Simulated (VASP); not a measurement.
Computed with PBEsol GGA, VASP's PBE PAW potentials (set 64) (plane waves; VASP 6.6.1).

VASP ran on this input.

**POSCAR**
```
NbC(110) slab
1
    3.1453103111     0.0000000000     0.0000000000
    0.0000000000     4.4481409387    -0.0000000000
   -0.0000000000    -0.0000000000    24.3625793736
Nb C
6 6
Direct
  0.0000000000   0.0000000000   0.3386200000
  0.5000000000   0.5000000000   0.4031720000
  0.0000000000   0.0000000000   0.4677240000
  0.5000000000   0.5000000000   0.5322760000
  0.0000000000   0.0000000000   0.5968280000
  0.5000000000   0.5000000000   0.6613800000
  0.5000000000   0.0000000000   0.4031720000
  0.0000000000   0.5000000000   0.3386200000
  0.5000000000   0.0000000000   0.5322760000
  0.0000000000   0.5000000000   0.4677240000
  0.5000000000   0.0000000000   0.6613800000
  0.0000000000   0.5000000000   0.5968280000
```

### INCAR
```
# general
SYSTEM  = NbC(110) slab
PREC    = Normal
ENCUT   = 450
LREAL   = F
LASPH   = T

# electronic loop
EDIFF   = 1E-5
NELM    = 100
NELMIN  = 4
ALGO    = Normal
LMAXMIX = 4

# smearing
ISMEAR  = 1
SIGMA   = 0.1

# functional
GGA     = PS

# ions
IBRION  = 2
NSW     = 50
ISIF    = 2
EDIFFG  = -0.03

# output
LWAVE   = T
LCHARG  = F

# other
LDIPOL  = T
IDIPOL  = 3
DIPOL   = 0.5 0.5 0.5
```

**KPOINTS**
```
Regular mesh
0
Gamma
9 6 1
```

POTCAR, in this order: Nb_sv C (PBE.64 set). Program: vasp_std.

Q: What will the output report for the number of irreducible k-points (NKPTS), largest plane-wave count, number of space-group operations, FFT grid (NGX, NGY, NGZ)?

A: 
```
Item                                            Value
--------------------------------------  -------------
number of irreducible k-points (NKPTS)             20
largest plane-wave count                         7485
number of space-group operations                    8
FFT grid (NGX, NGY, NGZ)                16 × 24 × 126
```

The cell is a thin slab with vacuum, built from NbC (rock salt): (110) face.
